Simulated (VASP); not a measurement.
An input for Quantum ESPRESSO's pw.x (written as the equivalent of a VASP run, and not itself run):

```
&CONTROL
  calculation = 'scf'
  pseudo_dir = './pseudo'
  outdir = './out'
  tprnfor = .true.
  tstress = .true.
/
&SYSTEM
  ibrav = 0
  nat = 4
  ntyp = 1
  ecutwfc = 58
  occupations = 'smearing'
  smearing = 'methfessel-paxton'
  degauss = 0.00735
  input_dft = 'pbesol'
/
&ELECTRONS
  conv_thr = 7.3e-09
  electron_maxstep = 100
/
ATOMIC_SPECIES
  Cl 35.450 Cl.upf
CELL_PARAMETERS angstrom
     3.5988465    0.0000000    0.0000000
    -1.7994233    3.1166931   -0.0000000
     0.0000000    0.0000000    7.4928098
ATOMIC_POSITIONS crystal
  Cl   0.0000000  0.0000000  0.0000000
  Cl   0.0000000  0.0000000  0.5000000
  Cl   0.3333330  0.6666670  0.2500000
  Cl   0.6666670  0.3333330  0.7500000
K_POINTS automatic
  10 10 4 0 0 0
```

Question: Translate this input to VASP (INCAR, KPOINTS, POSCAR, choice of POTCAR).

Answer: One answer among several that fit: 
**KPOINTS**
```
Automatic
0
Gamma
  10 10 4
```

File POSCAR:
```
Cl
1
    3.5988465054     0.0000000000     0.0000000000
   -1.7994232527     3.1166931318    -0.0000000000
    0.0000000000     0.0000000000     7.4928097900
Cl
4
Direct
  0.0000000000   0.0000000000   0.0000000000
  0.0000000000   0.0000000000   0.5000000000
  0.3333330000   0.6666670000   0.2500000000
  0.6666670000   0.3333330000   0.7500000000
```

INCAR:
```
! general
SYSTEM = Cl
PREC   = Accurate
ENCUT  = 480
LREAL  = F
LASPH  = T

! electronic loop
EDIFF  = 1E-7
NELM   = 100
ALGO   = Normal

! smearing
ISMEAR = 1
SIGMA  = 0.1

! functional
GGA    = PS

! ions
ISIF   = 2

! output
LWAVE  = F
LCHARG = F
```

POTCAR, in this order: Cl (PBE.64 set). Program: vasp_std.

Limits of the translation: the potentials are each code's own (VASP's PAW set, PseudoDojo norm-conserving files in pw.x), so ENCUT and ecutwfc are chosen apart and not converted; conv_thr bounds pw.x's estimated SCF error, while EDIFF bounds the energy change between steps.

The structure was generated: Cl was put into the dhcp type (P6_3/mmc), which need not be its known phase. It was relaxed first.
